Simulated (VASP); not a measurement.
Input:

```
CELL_PARAMETERS angstrom
      0.00000     2.77092     2.77092
      2.77092     0.00000     2.77092
     11.10628    11.10628    -0.02260
ATOMIC_POSITIONS crystal
  In 0.00234 0.00234 0.99824
  P  0.23245 0.23245 0.07566
  P  0.24465 0.24465 0.31652
  P  0.25516 0.25516 0.55863
  P  0.26561 0.26561 0.80079
  Ga 0.98921 0.98921 0.25809
  Ga 0.00005 0.00005 0.49997
  Ga 0.01054 0.01054 0.74210
```

The numbers are results of PBEsol GGA, VASP's PBE PAW potentials (set 64) (plane waves; VASP 6.6.1), not measurements. Run with 400 eV cut-off, Gaussian smearing of 0.050 eV, potentials In_d P Ga_d.

Unless said otherwise, spin-orbit coupling is left out, though it shifts the bands of the heavy elements here.

Q: Give the energies of bands 28 to 41 at the high-symmetry points, in eV from the valence-band maximum.

A: 
```
band      Γ      T     H2      L     S0      F
----  -----  -----  -----  -----  -----  -----
28    -1.42  -1.83  -5.81  -5.93  -5.81  -5.81
29    -1.42  -1.39  -4.22  -3.31  -4.22  -3.42
30    -1.03  -1.39  -4.12  -3.27  -4.10  -3.35
31    -1.03  -1.14  -3.95  -2.85  -3.99  -2.92
32    -0.72  -1.14  -3.61  -2.56  -3.61  -2.83
33    -0.72  -0.58  -2.52  -2.33  -2.60  -2.35
34    -0.26  -0.58  -2.51  -2.24  -2.42  -2.00
35     0.00  -0.07  -2.23  -1.72  -2.30  -1.32
36     0.00  -0.07  -2.18  -1.31  -2.11  -1.16
37     1.01   1.10   2.32   1.38   2.18   1.21
38     1.18   1.41   2.35   1.69   2.68   1.35
39     1.48   1.75   3.15   2.12   2.73   1.53
40     2.37   2.52   3.26   2.39   3.55   1.95
41     3.61   3.72   4.41   2.58   4.10   2.58
```

The gap is direct, 1.01 eV, from the valence maximum at Γ to the conduction minimum at Γ.

The structure was generated: Ga3InP4 was put into an ordered model structure (R3m), which need not be its known phase. It was relaxed first.
